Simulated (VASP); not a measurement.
```xyz
3
Lattice="4.5117 0.0000 0.0000 -1.5039 4.2537 0.0000 0.0000 0.0000 25.8517" Properties=species:S:1:pos:R:3 pbc="T T T"
K      1.5039     2.1268     9.2420
K      0.0000     0.0000    12.9258
K      1.5039     2.1268    16.6096
```

The numbers are results of PBEsol GGA, VASP's PBE PAW potentials (set 64) (plane waves; VASP 6.6.1), not measurements. Run with PREC = Normal, EDIFF = 1E-5, 400 eV cut-off, 7×7×1 Γ-centred mesh, first-order Methfessel-Paxton smearing of 0.10 eV, potentials K_sv.

Problem. Predict the energy per atom (σ→0), band gap (on the k-mesh) with the smallest direct gap where there is one.

Solution. 
```yaml
band gap (on the k-mesh): none (metal, semimetal or under 0.01 eV)
energy per atom (σ→0): -1.036 eV/atom
```

Total energies compare only between runs with the same potentials, cut-off and functional.

The cell is a thin slab with vacuum, built from K (bcc): (110) face.
